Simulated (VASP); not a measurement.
Output of a VASP run:

File OSZICAR:
```
       N       E                     dE             d eps       ncg     rms          rms(c)
DAV:   1     0.652772669737E+02    0.65277E+02   -0.68856E+03   856   0.115E+03
DAV:   2    -0.372160772496E+01   -0.68999E+02   -0.62169E+02   968   0.191E+02
DAV:   3    -0.588194417411E+01   -0.21603E+01   -0.21325E+01  1052   0.334E+01
DAV:   4    -0.590561166152E+01   -0.23667E-01   -0.23575E-01  1032   0.407E+00
DAV:   5    -0.590609680308E+01   -0.48514E-03   -0.48507E-03  1048   0.622E-01    0.790E+00
DAV:   6    -0.494973946664E+01    0.95636E+00   -0.60134E+00   944   0.272E+01    0.377E+00
DAV:   7    -0.488529038202E+01    0.64449E-01   -0.32256E-01   924   0.667E+00    0.169E+00
DAV:   8    -0.487426066230E+01    0.11030E-01   -0.53239E-02   952   0.191E+00    0.372E-01
DAV:   9    -0.487421592303E+01    0.44739E-04   -0.59684E-03   992   0.913E-01    0.190E-01
DAV:  10    -0.487464119798E+01   -0.42527E-03   -0.12932E-03   916   0.331E-01    0.315E-02
DAV:  11    -0.487464485808E+01   -0.36601E-05   -0.26916E-05  1072   0.436E-02    0.192E-02
DAV:  12    -0.487464722216E+01   -0.23641E-05   -0.10908E-05   940   0.334E-02    0.383E-03
DAV:  13    -0.487464730362E+01   -0.81457E-07   -0.10377E-06  1040   0.952E-03    0.776E-04
DAV:  14    -0.487464751116E+01   -0.20754E-06   -0.82591E-08   624   0.327E-03    0.494E-04
DAV:  15    -0.487464754369E+01   -0.32527E-07   -0.79684E-09   504   0.105E-03
   1 F= -.48746475E+01 E0= -.48735094E+01  d E =-.341443E-02
```

**OUTCAR**
```
------------------------ aborting loop because EDIFF is reached ----------------------------------------
  FORCE on cell =-STRESS in cart. coord.  units (eV):
  Direction    XX          YY          ZZ          XY          YZ          ZX
  --------------------------------------------------------------------------------------
  Total       -0.7940823     -0.7940823     -0.7940823     -0.0000000      0.0000000     -0.0000000
  in kB      -20.6917156    -20.6917156    -20.6917156     -0.0000000      0.0000000     -0.0000000
  external PRESSURE =     -20.6917156 kB  Pullay stress =       0.0000000 kB
  volume of cell :       61.49
      direct lattice vectors                 reciprocal lattice vectors
     0.000000000  3.132683661  3.132683661    -0.159607561  0.159607561  0.159607561
     3.132683661  0.000000000  3.132683661     0.159607561 -0.159607561  0.159607561
     3.132683661  3.132683661  0.000000000     0.159607561  0.159607561 -0.159607561
 POSITION                                       TOTAL-FORCE (eV/Angst)
 -----------------------------------------------------------------------------------
      1.56634      1.56634      1.56634        -0.000000     -0.000000      0.000000
      4.69903      4.69903      4.69903         0.000000      0.000000     -0.000000
      0.00000      0.00000      0.00000         0.000000      0.000000      0.000000
 -----------------------------------------------------------------------------------
    total drift:                               -0.000000      0.000000      0.000000
  FREE ENERGIE OF THE ION-ELECTRON SYSTEM (eV)
  ---------------------------------------------------
  free  energy   TOTEN  =        -4.8746475437 eV

  energy  without entropy=       -4.8712331184  energy(sigma->0) =       -4.87350940
```
(Selected blocks of OUTCAR.)

### POSCAR
```
AuAl2
1
    0.0000000000     3.1326836608     3.1326836608
    3.1326836608     0.0000000000     3.1326836608
    3.1326836608     3.1326836608     0.0000000000
Al Au
2 1
Direct
  0.2500000000   0.2500000000   0.2500000000
  0.7500000000   0.7500000000   0.7500000000
  0.0000000000   0.0000000000   0.0000000000
```

Reconstruct the remaining input files.

One answer among several that fit: the input of the run itself, vdW-DF2, plane waves, VASP's PBE PAW potentials (set 64).

### INCAR
```
GGA = ML
SIGMA = 0.1   ! width (eV)
LWAVE = F
LASPH = T
LCHARG = F
NELM = 100   ! most electronic steps
ISIF = 2   ! forces and stress, cell fixed
ISMEAR = 1   ! Methfessel-Paxton
ALGO = Normal
ZAB_VDW = -1.8867
ENCUT = 520   ! plane-wave cut-off (eV)
LUSE_VDW = T
LREAL = F   ! projection in real space or not
SYSTEM = AuAl2
LMAXMIX = 6
EDIFF = 1E-7   ! SCF stop (eV)
AGGAC = 0.0
PREC = Accurate
```

**KPOINTS**
```
Regular mesh
0
Gamma
  9 9 9
```

POTCAR, in this order: Al Au (PBE.64 set). Program: vasp_std.

The compound is AuAl2 in the fluorite structure. This cell is one point of a volume scan, at 1.03 of the reference volume. The electron count is odd and the run is not spin-polarised, which forces a metal.
